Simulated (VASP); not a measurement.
Here is the system:

```
NiSi2
1.0
    0.00000     2.70969     2.70969
    2.70969     0.00000     2.70969
    2.70969     2.70969     0.00000
Si Ni
2 1
Direct
  0.25000   0.25000   0.25000
  0.75000   0.75000   0.75000
  0.00000   0.00000   0.00000
```

All values below come from vdW-DF-cx, VASP's PBE PAW potentials (set 64) (plane waves; VASP 6.6.1). Settings: 520 eV cut-off, Gaussian smearing of 0.050 eV, potentials Si Ni.

Question: Estimate the band gap (along the path) with the smallest direct gap where there is one.

Answer: 
```json
{
  "band gap (along the path)": "none (metal, semimetal or under 0.01 eV)"
}
```

The compound is NiSi2 in the fluorite structure. It was relaxed first. The run is not spin-polarised, so no magnetic state was tried.
